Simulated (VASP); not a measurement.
Input for VASP

### POSCAR
```
CoGa
1.0
  2.7986313693   0.0000000000   0.0000000000
  0.0000000000   2.7986313693   0.0000000000
  0.0000000000   0.0000000000   2.7986313693
Ga Co
1 1
direct
  0.5000000000   0.5000000000   0.5000000000
  0.0000000000   0.0000000000   0.0000000000
```

**KPOINTS**
```
Automatic mesh
0
Gamma
13 13 13
0 0 0
```

INCAR:
```
SYSTEM=CoGa
EDIFF=1E-6
LASPH=.True.   # aspherical one-centre terms
GGA=PS   # PBEsol
ALGO=Normal
LREAL=.False.   # projection in real space or not
NELM=100
LCHARG=.False.
ISIF=3   # ions, shape and volume
SIGMA=0.1   # width (eV)
IBRION=2
ISMEAR=1   # Methfessel-Paxton
PREC=Accurate
EDIFFG=-0.02
NSW=40
LMAXMIX=4   # l cut-off of mixed one-centre charges
ENCUT=500
PSTRESS=200   # kbar
LWAVE=.False.
```

POTCAR, in this order: Ga_d Co (PBE.64 set). Program: vasp_std.

Task: Translate this PBEsol calculation to Ansatz.

Result: One equivalent input (not run):
Ansatz 0.2 input:
```yaml
crystal:
  lattice:
    - [2.7986314, 0.0000000, 0.0000000]
    - [0.0000000, 2.7986314, 0.0000000]
    - [0.0000000, 0.0000000, 2.7986314]
  atoms:
    - { symbol: Ga, position: [0.5000000, 0.5000000, 0.5000000] }
    - { symbol: Co, position: [0.0000000, 0.0000000, 0.0000000] }
kpoints:
  mp_grid: { grid: [13, 13, 13] }
hamiltonian:
  xc: pbesol
  pseudopotentials: { kind: paw }
scf:
  occupations: { method: methfessel_paxton, width: 0.1 }
  max_iter: 100
relax:
  max_steps: 40
  f_tol: 0.02
  cell: { p_target: 20 }
output: { forces: true, stress: true, eigenvalues: true }
```
The two are equivalent in intent, not identical: each code has its own PAW files, so the cut-off isn't converted (ENCUT is set for VASP's; basis.ecutwfc is left out, and Ansatz then takes the one that its files recommend); Ansatz stops its SCF on the density residual and VASP on the energy change (EDIFF).

The compound is CoGa in the CsCl type structure. This run relaxes it under an external pressure of 20 GPa. Symmetry was kept, so distortions that lower it aren't found.
